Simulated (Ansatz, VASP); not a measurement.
**YB6: VASP beside Ansatz**

Aim: how closely do two programs agree when they are given the same cell, functional and k mesh? The cell is taken from a series of runs on this material, whose earlier steps may have relaxed, scaled, displaced or heated it; both programs get it as it stands.

Program: Ansatz 0.2.0. Level of theory: plane waves, with VASP 6.6.1 beside it; relaxation of cell and atoms at LDA. Results are calculated unless marked as measured.

### 1. Set-up

It takes space group Pm-3m (No. 221, cubic). Conventional cell: a = 4.041 Å, b = 4.041 Å, c = 4.041 Å, α = 90.00°, β = 90.00°, γ = 90.00°. Nearest to Y lie 24 B at 2.97 Å. B has 6 B at 1.61 to 2.43 Å and 4 Y at 2.97 Å nearest. Farther neighbours are not listed.

Coordinates:

```cif
data_structure
_symmetry_space_group_name_H-M 'Pm-3m'
_symmetry_Int_Tables_number 221
_cell_length_a 4.0408
_cell_length_b 4.0408
_cell_length_c 4.0408
_cell_angle_alpha 90.000
_cell_angle_beta 90.000
_cell_angle_gamma 90.000
_cell_volume 65.98
loop_
_atom_site_label
_atom_site_type_symbol
_atom_site_symmetry_multiplicity
_atom_site_Wyckoff_symbol
_atom_site_fract_x
_atom_site_fract_y
_atom_site_fract_z
_atom_site_occupancy
Y1 Y 1 a 0.00000 0.00000 0.00000 1
B1 B 6 f 0.19911 0.50000 0.50000 1
```

### 2. Ansatz: relaxation of cell and atoms, LDA, pair 1

Ansatz runs on its PAW soft_1 files.

The relaxed volume is the usual yardstick between codes: in a stiff, nearly cubic crystal its relative difference is about their pressure difference at one cell divided by the bulk modulus.

File input.yaml:

```yaml
crystal:
  lattice:
    - [4.0407815582, 0.0, 0.0]
    - [0.0, 4.0407815582, 0.0]
    - [0.0, 0.0, 4.0407815582]
  atoms:
    - { symbol: "Y", position: [0.0, 0.0, 0.0] }
    - { symbol: B, position: [0.1991134598, 0.5, 0.5] }
    - { symbol: B, position: [0.5, 0.1991134598, 0.5] }
    - { symbol: B, position: [0.8008865402, 0.5, 0.5] }
    - { symbol: B, position: [0.5, 0.8008865402, 0.5] }
    - { symbol: B, position: [0.5, 0.5, 0.1991134598] }
    - { symbol: B, position: [0.5, 0.5, 0.8008865402] }
kpoints:
  mp_grid: { grid: [12, 12, 12] }
hamiltonian:
  xc: lda
  pseudopotentials: { kind: paw, azcp: { folder: soft_1 }, xc_functional: pbe }
scf:
  occupations: { method: gaussian, width: 0.1 }
output:
  forces: true
  stress: true
  eigenvalues: true
relax:
  adjacent_minimum: "off"
  f_tol: 0.005
  max_steps: 80
  cell: { stress_tol: 0.05 }
```

Run with:

```sh
ansatz run input.yaml --threads 8 --pin off --max-ram 15360MiB --backend cpu --events-out ev --progress --plain --runs-dir out
```

Numbers of over 12 decimals in the logs are rounded to 6 here.

The program printed:

```text
Engine: ansatz 0.2.0, x86_64-unknown-linux-gnu
Pseudopotentials: kind: paw
Pseudopotential: Y, paw, valence charge 11, recommended cutoff 420 eV (normal), soft_1/Y.paw.azcp
Pseudopotential: B, paw, valence charge 3, recommended cutoff 420 eV (normal), soft_1/B.paw.azcp
Functional definition: SPW92
  exchange = slater_x
  correlation = pw_c
Crystal: 7 atoms, lattice volume = 65.978 Å³
Basis set: ecut = 420 eV, 1309 PW (Γ)
Bands: 22, of which v1, the nominal top of the filled ones, is band 15 counted from 1 (14 counted from 0)
Symmetry: 48 space group operations
Space group: Pm-3m (ITA 221), of the structure as read, at distance tolerance 4.0e-5 Å
k-points: 84 of 1728
Non-local potential: Y, projectors of the file, l = 0: 3, l = 1: 2, l = 2: 2, l = 3: 1
Non-local potential: B, projectors of the file, l = 0: 2, l = 1: 2, l = 2: 1
PAW form: soft (Blöchl's): semilocal exchange-correlation on the pseudo side does not see the compensation charge
PAW frozen core: Y, regenerated for the run's functional, and the local potential with it (the file was generated under x = pbe(κ = 0.804, μ = 0.219515), c = pbe(β = 0.066725))
PAW frozen core: B, regenerated for the run's functional, and the local potential with it (the file was generated under x = pbe(κ = 0.804, μ = 0.219515), c = pbe(β = 0.066725))
PAW one-centre angular grid: Y, 590 points (default); XC on 64 Gauss nodes
PAW one-centre angular grid: B, 110 points (default); XC on 64 Gauss nodes
Initial density: superposition of atomic densities (chi_scale 0.1, normalization cell, long waves kept (reshape's long-wave potential 0.00 eV rms))
Initial wavefunctions: pseudopotential atomic-orbital guess
Functional: x = slater, c = lda
SCF iter   1: F=—  HF=-4651.358583 eV  |F-HF|=—  |Δ(HF+E_count)|=         —  Δρ=9.20e-2  dr2=1.25e1  ethr=3.10e-3  ⟨swp⟩=5.9  Hψ=9213  notcnv=0
preconditioner: auto → Kerker (q_TF=auto, 2.379 Å⁻¹)  [metal: Δε(μ)=0.034 eV  Ē_g=14.804 eV  σ=0.100 eV  W_gap=0.19  n_scr=18 (ndim 8)  ℏωp=23.8 eV  f_vac=0.000  D(μ)=1.14/eV (n_scr^D=6)]
SCF iter   2: F=—  HF=-4648.666431 eV  |F-HF|=—  |Δ(HF+E_count)|=    2.69e0  Δρ=5.32e-2  dr2=4.69e0  ethr=3.10e-3  ⟨swp⟩=3.0  Hψ=4024  notcnv=0  defer=162
SCF iter   3: F=—  HF=-4647.103778 eV  |F-HF|=—  |Δ(HF+E_count)|=    1.56e0  Δρ=7.75e-3  dr2=2.73e-2  ethr=3.10e-3  ⟨swp⟩=3.8  Hψ=4048  notcnv=0  defer=166
SCF iter   4: F=—  HF=-4647.103927 eV  |F-HF|=—  |Δ(HF+E_count)|=   1.49e-4  Δρ=2.01e-3  dr2=7.35e-3  ethr=9.41e-5  ⟨swp⟩=2.9  Hψ=3698  notcnv=0  defer=156
SCF iter   5: F=—  HF=-4647.102067 eV  |F-HF|=—  |Δ(HF+E_count)|=   1.86e-3  Δρ=3.52e-4  dr2=1.69e-4  ethr=2.54e-5  ⟨swp⟩=2.3  Hψ=2213  notcnv=0  defer=156
SCF iter   6: F=—  HF=-4647.102031 eV  |F-HF|=—  |Δ(HF+E_count)|=   3.67e-5  Δρ=4.62e-5  dr2=1.14e-6  ethr=5.83e-7  ⟨swp⟩=2.2  Hψ=2325  notcnv=0  defer=156
[...]
Initial wavefunctions: pseudopotential atomic-orbital guess (no wavefunctions were taken with the density)
iter 1 solved again at ethr=3.30e-8 eV; its pass at ethr=3.10e-3 eV (dr2=9.56e-6 eV) is discarded
SCF iter   1: F=—  HF=-4647.102087 eV  |F-HF|=—  |Δ(HF+E_count)|=         —  Δρ=4.21e-6  dr2=8.25e-9  ethr=3.30e-8  ⟨swp⟩=3.8  Hψ=14872  notcnv=0
preconditioner: auto → Kerker (q_TF=auto, 2.379 Å⁻¹)  [metal: Δε(μ)=0.092 eV  Ē_g=9.939 eV  σ=0.100 eV  W_gap=0.48  n_scr=18 (ndim 8)  ℏωp=21.0 eV  f_vac=0.000  D(μ)=0.83/eV (n_scr^D=0)]
SCF iter   2: F=—  HF=-4647.102088 eV  |F-HF|=—  |Δ(HF+E_count)|=   1.10e-6  Δρ=2.43e-6  dr2=2.71e-9  ethr=2.85e-11  ⟨swp⟩=2.0  Hψ=3044  notcnv=0
SCF iter   3: F=—  HF=-4647.102088 eV  |F-HF|=—  |Δ(HF+E_count)|=  4.62e-10  Δρ=3.37e-7  dr2=9.16e-11  ethr=9.35e-12  ⟨swp⟩=2.3  Hψ=2620  notcnv=0
SCF iter   4: F=-4647.102088 eV  HF=-4647.102088 eV  |F-HF|=2.73e-12  |Δ(HF+E_count)|=  1.73e-11  Δρ=8.28e-8  dr2=5.55e-12  ethr=1.00e-12  ⟨swp⟩=5.5  Hψ=6593  notcnv=0
SCF 4 converged in 4 iterations: F = -4647.102088 eV  dr2 = 5.55e-12
relax step   4: F+E_penalty+E_count = -4647.10208788 eV  Δ(F+E_penalty+E_count) = -1.140e-9 eV  max|allowed force component| = 3.234e-4 eV/Å  Δτ_max = 0.0000 Å  P = +0.003 GPa  Ω = 65.972 Å³  stress off target by 2.73e-3 GPa  SCF on the basis re-selected at this cell (its energy is not comparable with the rows above)  (4 SCF iters)
basis re-selected at this cell: Δ(F+E_penalty+E_count) = -1.140e-9 eV, ΔP = -0.000 GPa vs the last step (what re-selecting the basis moved, of the pressure what is left beyond the Pulay correction that the steps carried, after the strain that the cell walked since its last selection, with what the two solves' SCF thresholds leave and, on support functions, any second-order correction that the steps lacked; it is no m [...]
SCF converged after 4 iterations
Free energy (F): -4647.102088 eV
Harris-Foulkes:  -4647.102088 eV  (|F-HF|=2.73e-12)
Internal energy: -4647.097955 eV  (E = F + TS)
E sigma→0 (E₀):  -4647.100022 eV
Entropy (-TS):   -0.004132 eV (-0.590 meV/atom)
Fermi energy:    11.835798 eV
--- Per-component energies (eV) ---
  E_band       = -34.609605
  E_kinetic    = 628.834940
  E_local      = -631.700826  (includes V_loc(G=0)·N_el)
  E_nonlocal   = 80.634797
  E_hartree    = 195.341340
  E_xc         = -378.232791
  E_vxc        = -442.963085  (∫ρ·V_xc dr)
  E_paw        = -3148.226436  (= ΣΔE_a)
  E_vpaw       = -60.098203  (= ΣTr[D̂ρ^β])
  E_aug_tail   = 0.000077  (compensation charges beyond the density's cutoff)
  E_ewald      = -1394.353646
  E_core_change = 0.604591  (= ΣΔE_core)
  E_smearing   = -0.004132  (= −TS)
  E_closure    = 0.000000  (closes the sum)
  Σ components = -4647.102088   (vs F -4647.102088, Δ=0.00e0)
--- Forces (eV/Å), atoms counted from 1 ---
  atom   1  Y     -0.00000000    -0.00000000     0.00000000
  atom   2  B     -0.00032339     0.00000000     0.00000000
  atom   3  B     -0.00000000    -0.00032339    -0.00000000
  atom   4  B      0.00032339    -0.00000000    -0.00000000
  atom   5  B      0.00000000     0.00032339     0.00000000
  atom   6  B      0.00000000     0.00000000    -0.00032339
  atom   7  B     -0.00000000    -0.00000000     0.00032339
  max |Σ_I F_I| component: 9.27e-18 eV/Å
--- Stress (GPa, compression-positive) ---
        0.002728       0.000000       0.000000
        0.000000       0.002728      -0.000000
        0.000000      -0.000000       0.002728
  P = ⅓ Tr σ = 0.0027 GPa (0.027 kbar)
--- Band table (eV; the first three rows and the last of 84) ---
  k-point 0: bands = [... 11 lower, 9.7392, 9.7392, 9.7392, 12.8363, 12.8363, 12.9039, 12.9039, 12.9039, ... 3 higher]
  k-point 1: bands = [... 11 lower, 9.5240, 9.5240, 9.7741, 11.9060, 12.9028, 13.1849, 13.1849, 13.8784, ... 3 higher]
  k-point 2: bands = [... 11 lower, 9.0571, 9.0571, 9.8750, 11.0218, 13.0954, 13.6693, 13.6693, 14.5141, ... 3 higher]
  k-point 83: bands = [... 11 lower, 9.1840, 9.1840, 9.1840, 14.5330, 14.7172, 14.7172, 15.0841, 15.0841, ... 3 higher]
--- Relaxed structure (3 steps of the walk, 3 accepted, 1 SCFs on fresh bases) ---
  F+E_penalty+E_count = -4647.10208788 eV   max|allowed force component| = 3.234e-4 eV/Å   (the final SCF, on the basis selected at the relaxed cell)
  cell:  # Å, volume = 65.9721 Å³
    - [4.040670, 0, 0.0]
    - [0.0, 4.040670, 0]
    - [0, 0, 4.040670]
  atoms:
    - { symbol: Y, position: [0, 0, 0] }
    - { symbol: B, position: [0.198999, 0.5, 0.5] }
    - { symbol: B, position: [0.5, 0.198999, 0.5] }
    - { symbol: B, position: [0.801001, 0.5, 0.5] }
    - { symbol: B, position: [0.5, 0.801001, 0.5] }
    - { symbol: B, position: [0.5, 0.5, 0.198999] }
    - { symbol: B, position: [0.5, 0.5, 0.801001] }
```

In the SCF lines HF is the Harris–Foulkes energy and dr2 the Hartree energy of the density residual, in eV; the loop may stop once dr2 is under the threshold and the program's other checks hold. Hψ counts applications of the Hamiltonian.

(Continued in part 2 of 2.)

[Lines on the potential files, build, host, timing and source positions are cut from VASP's logs without a mark.]

[Logs are printed without paths, hosts, clocks, repeated set-up lines and the standing remarks that a program may print on its own settings, such as how far it seeks lower states.]

[Hosts, paths, dates, database ids (printed as entryN), source tags and the programs' standing remarks are cut or masked in the printed files.]
